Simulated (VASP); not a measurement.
Crystal: BaTiO3.

```
CELL_PARAMETERS angstrom
4.00600 0.00000 0.00000
0.00000 4.00600 0.00000
0.00000 0.00000 4.00600
ATOMIC_POSITIONS crystal
Ba 0.50000 0.50000 0.50000
Ti 0.00000 0.00000 0.00000
O 0.50000 0.00000 0.00000
O 0.00000 0.50000 0.00000
O 0.00000 0.00000 0.50000
```

| Property | Result |
| --- | --- |
| Program | VASP 6.6.1 |
| Task | relaxation of cell and atoms |
| Functional | PBE |
| Potentials or basis | VASP PAW PBE potentials, release 64 (Ba_sv, Ti_sv, O) |
| Cutoff | 600 eV |
| k mesh | 8 × 8 × 8 |
| Occupations | gaussian, width 0.03 eV |
| Spin | no spin polarisation |

At the start: pressure 3.3 GPa; volume 12.86 Å³/atom.

**Question.** How do energy, volume and symmetry change on relaxing?

**Answer.** Over 3 steps the energy falls by 2.5 meV/atom and the volume is 13.11 Å³/atom (+2.0 %); space group Pm-3m (No. 221, to 0.05 Å).

The path:
```
step  energy change (eV)  largest force (eV/Å)  pressure (GPa)  volume (Å³)
   1              0.0000                0.0000            3.27        64.29
   2             -0.0016                0.0000           -2.84        66.76
   3             -0.0125                0.0000            0.00        65.55
```

Final structure:
```
CELL_PARAMETERS angstrom
4.03195 0.00000 0.00000
0.00000 4.03195 0.00000
0.00000 0.00000 4.03195
ATOMIC_POSITIONS crystal
Ba 0.50000 0.50000 0.50000
Ti 0.00000 0.00000 0.00000
O 0.50000 0.00000 0.00000
O 0.00000 0.50000 0.00000
O 0.00000 0.00000 0.50000
```
